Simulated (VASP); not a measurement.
An input for Quantum ESPRESSO's pw.x (written as the equivalent of a VASP run, and not itself run):

```
&CONTROL
  calculation = 'vc-relax'
  pseudo_dir = './pseudo'
  outdir = './out'
  tprnfor = .true.
  tstress = .true.
  nstep = 40
  forc_conv_thr = 0.00078
/
&SYSTEM
  ibrav = 0
  nat = 2
  ntyp = 1
  ecutwfc = 72
  occupations = 'smearing'
  smearing = 'methfessel-paxton'
  degauss = 0.00735
  input_dft = 'pz'
/
&ELECTRONS
  conv_thr = 7.3e-08
  electron_maxstep = 100
/
&IONS
/
&CELL
/
ATOMIC_SPECIES
  Sn 118.710 Sn.upf
CELL_PARAMETERS angstrom
    -2.8890887    2.8890887    1.5667741
     2.8890887   -2.8890887    1.5667741
     2.8890887    2.8890887   -1.5667741
ATOMIC_POSITIONS crystal
  Sn   0.2500000  0.7500000  0.5000000
  Sn   0.0000000  0.0000000  0.0000000
K_POINTS automatic
  13 13 13 0 0 0
```

Question: Translate this input to VASP (INCAR, KPOINTS, POSCAR, choice of POTCAR).

Answer: Several could match; the one computed here: 
### INCAR
```
! general
SYSTEM =Sn
PREC   =Accurate
ENCUT  =500   ! plane-wave cut-off (eV)
LREAL  =F
LASPH  =T   ! aspherical one-centre terms

! electronic loop
EDIFF  =1E-6
NELM   =100   ! most electronic steps
ALGO   =Normal
LMAXMIX=4

! smearing
ISMEAR =1
SIGMA  =0.1   ! width (eV)

! ions
IBRION =2   ! conjugate gradients
NSW    =40   ! most ionic steps
ISIF   =3   ! ions, shape and volume
EDIFFG =-0.02   ! ionic stop

! output
LWAVE  =F
LCHARG =F
```

**KPOINTS**
```
Automatic mesh
0
Gamma
13 13 13
0 0 0
```

POSCAR:
```
Sn
1
   -2.8890887326     2.8890887326     1.5667741238
    2.8890887326    -2.8890887326     1.5667741238
    2.8890887326     2.8890887326    -1.5667741238
Sn
2
Direct
  0.2500000000   0.7500000000   0.5000000000
  0.0000000000   0.0000000000   0.0000000000
```

POTCAR, in this order: Sn_d (LDA.64 set). Program: vasp_std.

Limits of the translation: the potentials are each code's own (VASP's PAW set, PseudoDojo norm-conserving files in pw.x), so ENCUT and ecutwfc are chosen apart and not converted; conv_thr bounds pw.x's estimated SCF error, while EDIFF bounds the energy change between steps; forc_conv_thr acts on force components and is met together with etot_conv_thr.

The compound is Sn in the beta structure. It was relaxed first.
